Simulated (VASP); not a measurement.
Given:

```
CELL_PARAMETERS angstrom
      0.00000     2.81500     2.81500
      2.81500     0.00000     2.81500
      2.81500     2.81500     0.00000
ATOMIC_POSITIONS crystal
  Be 0.00000 0.00000 0.00000
  Te 0.25000 0.25000 0.25000
```

Calculation: PBE GGA with D3 dispersion (zero damping), VASP's PBE PAW potentials (set 64) (plane waves; VASP). Settings: 520 eV cut-off, 7×7×7 Γ-centred mesh, Gaussian smearing of 0.050 eV, potentials Be Te.

Predict the energy per atom (σ→0).

```json
{
  "energy per atom (σ→0)": "-4027 meV/atom"
}
```

Only differences to runs with the same potentials and settings are physical.

The compound is BeTe in the zinc blende structure. The cell was not relaxed at this level.
